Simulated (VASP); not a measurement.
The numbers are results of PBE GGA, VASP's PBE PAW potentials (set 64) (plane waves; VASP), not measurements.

VASP ran on this input.

File KPOINTS:
```
Automatic
0
gamma
 6 6 4
0 0 0
```

**POSCAR**
```
SbAs
1
    4.2518410000     0.0000000000     0.0000000000
   -2.1259210000     3.6822020000     0.0000000000
    0.0000000000     0.0000000000     5.9260260000
As Sb
2 2
Direct
  0.0000000000   0.0000000000   0.0000000000
  0.0000000000   0.0000000000   0.5000000000
  0.3333330000   0.6666670000   0.2500000000
  0.6666670000   0.3333330000   0.7500000000
```

**INCAR**
```
GGA = PE   ! PBE
ISIF = 2   ! forces and stress, cell fixed
PREC = Accurate
LMAXMIX = 4
LREAL = .False.
SIGMA = 0.05
LASPH = .True.   ! aspherical one-centre terms
LWAVE = .False.
ENCUT = 800
LCHARG = .False.
EDIFF = 1E-6   ! SCF stop (eV)
ISMEAR = 0
SYSTEM = SbAs
NELM = 100   ! most electronic steps
ALGO = Normal   ! blocked Davidson
```

POTCAR, in this order: As Sb (PBE.64 set). Program: vasp_std.

Unless said otherwise, spin-orbit coupling is left out, though it shifts the bands of the heavy elements here.

Question: Predict the energy per atom (σ→0), pressure, band gap (on the k-mesh).

Answer: 
| Property | Value |
|---|---|
| energy per atom (σ→0) | -4.028 eV/atom |
| band gap (on the k-mesh) | none (metal, semimetal or under 0.01 eV) |
| pressure | 9.48 GPa |

OSZICAR:
```
...
DAV:   6    -0.161221112724E+02    0.89202E-01   -0.28877E-01   716   0.225E+00    0.296E+00
DAV:   7    -0.161169599713E+02    0.51513E-02   -0.30265E-02   660   0.102E+00    0.851E-01
DAV:   8    -0.161158040948E+02    0.11559E-02   -0.28944E-03   732   0.306E-01    0.115E-01
DAV:   9    -0.161158222263E+02   -0.18131E-04   -0.56245E-04   702   0.147E-01    0.710E-02
DAV:  10    -0.161158195929E+02    0.26334E-05   -0.19526E-05   738   0.305E-02    0.342E-02
DAV:  11    -0.161158197420E+02   -0.14906E-06   -0.26809E-05   676   0.276E-02    0.729E-03
DAV:  12    -0.161158193028E+02    0.43921E-06   -0.34228E-06   508   0.111E-02
   1 F= -.16115819E+02 E0= -.16112546E+02  d E =-.654710E-02
```

The structure was generated: SbAs was put into the NiAs type (P6_3/mmc), which need not be its known phase. The cell was not relaxed at this level. The run is one of a series of settings (ENCUT = 800 against the base run), some of them coarse on purpose.
